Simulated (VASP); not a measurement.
A convergence study with VASP on Zn (space group no. 194 when undisturbed): one setting is varied, all else stays as given below, so the limit is that of these other settings. One atom is moved off its site, so that forces are finite.

```yaml
crystal:
  lattice:
    - [1.33665, -2.31515, 0.00000]
    - [1.33665, 2.31515, 0.00000]
    - [0.00000, 0.00000, 4.97475]
  atoms:
    - { symbol: Zn, position: [0.33333, 0.66667, 0.26005] }
    - { symbol: Zn, position: [0.66667, 0.33333, 0.75000] }
```

The numbers are results of PBE GGA, VASP's PBE PAW potentials (set 64) (plane waves; VASP), not measurements. The tightest run used: 300 eV cut-off, 22×22×11 Γ-centred mesh, Gaussian smearing of 0.10 eV, potentials Zn.

Problem. The settings run are 2×2×1 mesh; 3×3×2 mesh; 4×4×2 mesh; 5×5×2 mesh; 5×5×3 mesh; 6×6×3 mesh; 7×7×3 mesh; 7×7×4 mesh; 8×8×4 mesh; 9×9×4 mesh; 10×10×5 mesh; 11×11×5 mesh; 12×12×6 mesh; 13×13×7 mesh; 15×15×7 mesh; 16×16×8 mesh; 18×18×9 mesh; 20×20×10 mesh; 22×22×11 mesh. From which on does the energy per atom stay within 0.01 eV/atom of the tightest run?

Solution. From 10×10×5 mesh on: it is off by 0.0080 there and by no more than 0.01 in any finer run, while 9×9×4 mesh is off by 0.0265.
```
setting        E (eV/atom)  pressure (GPa)  largest force (eV/Å)  irreducible k-points  difference judged (eV/atom)
-------------  -----------  --------------  --------------------  --------------------  ---------------------------
2×2×1 mesh         -0.3796            3.19                 0.023                     2                       0.7272
3×3×2 mesh         -0.7403            6.25                 0.144                     6                       0.3665
4×4×2 mesh         -1.2454           -2.62                 0.081                     8                       0.1386
5×5×2 mesh         -1.0034           -0.32                 0.000                    10                       0.1034
5×5×3 mesh         -1.1024           -0.15                 0.053                    12                       0.0044
6×6×3 mesh         -1.0967           -0.74                 0.162                    17                       0.0101
7×7×3 mesh         -1.1317           -0.96                 0.095                    20                       0.0249
7×7×4 mesh         -1.1374           -1.11                 0.098                    28                       0.0306
8×8×4 mesh         -1.0933           -0.59                 0.108                    35                       0.0135
9×9×4 mesh         -1.0803           -0.83                 0.127                    43                       0.0265
10×10×5 mesh       -1.1148           -0.88                 0.095                    58                       0.0080
11×11×5 mesh       -1.0986           -0.76                 0.104                    68                       0.0082
12×12×6 mesh       -1.0996           -0.72                 0.121                   100                       0.0072
13×13×7 mesh       -1.1134           -0.96                 0.100                   126                       0.0066
15×15×7 mesh       -1.1082           -0.93                 0.116                   165                       0.0013
16×16×8 mesh       -1.1122           -1.01                 0.106                   213                       0.0054
18×18×9 mesh       -1.1072           -0.94                 0.108                   293                       0.0003
20×20×10 mesh      -1.1042           -0.85                 0.112                   396                       0.0026
22×22×11 mesh      -1.1068           -0.89                 0.110                   512                       0.0000
```

Left out are rungs that failed or repeat a setting and relaxations that didn't move; long series are thinned to 24 rows.

The structure is a typed Zn crystal (space group no. 194). The cell was not relaxed at this level, it is distorted from the ideal structure.
